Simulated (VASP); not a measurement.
```
CELL_PARAMETERS angstrom
      3.14576     0.00000     0.00000
     -1.57288     2.72431     0.00000
      0.00000     0.00000     6.78828
ATOMIC_POSITIONS crystal
  W  0.00000 0.00000 0.00000
  W  0.00000 0.00000 0.50000
  S  0.33333 0.66667 0.25000
  S  0.66667 0.33333 0.75000
```

Method: PBE GGA, VASP's PBE PAW potentials (set 64) (plane waves; VASP 6.6.1). Settings: 400 eV cut-off, Gaussian smearing of 0.050 eV, potentials W_sv S.

Give the energies of bands 12 to 23 at the high-symmetry points, in eV from the Fermi level.

| band | Γ | M | K | A | L | H |
|---|---|---|---|---|---|---|
| 12 | -5.20 | -8.24 | -7.94 | -8.35 | -9.03 | -8.04 |
| 13 | -5.13 | -7.56 | -7.94 | -4.34 | -7.02 | -7.70 |
| 14 | -5.13 | -6.01 | -7.06 | -4.34 | -7.02 | -7.70 |
| 15 | -5.04 | -5.81 | -7.06 | -4.34 | -5.19 | -6.99 |
| 16 | -2.24 | -4.62 | -6.12 | -4.34 | -5.19 | -6.99 |
| 17 | -2.24 | -3.82 | -2.22 | -2.45 | -3.74 | -2.47 |
| 18 | -2.15 | -3.74 | -2.22 | -2.45 | -3.74 | -2.47 |
| 19 | -2.15 | -0.94 | -0.73 | -0.99 | 0.60 | 0.67 |
| 20 | -1.48 | 0.86 | -0.73 | -0.99 | 0.60 | 0.67 |
| 21 | -1.48 | 1.83 | 0.53 | -0.99 | 1.65 | 0.97 |
| 22 | -0.45 | 1.97 | 1.00 | -0.99 | 1.65 | 0.97 |
| 23 | 0.35 | 2.16 | 1.86 | 1.50 | 2.07 | 1.06 |

It has no gap at this level: it comes out as a metal or semimetal.

The structure was generated: WS was put into the NiAs type type (P6_3/mmc), which need not be its known phase. It was relaxed first, which changed the volume by -37 %.
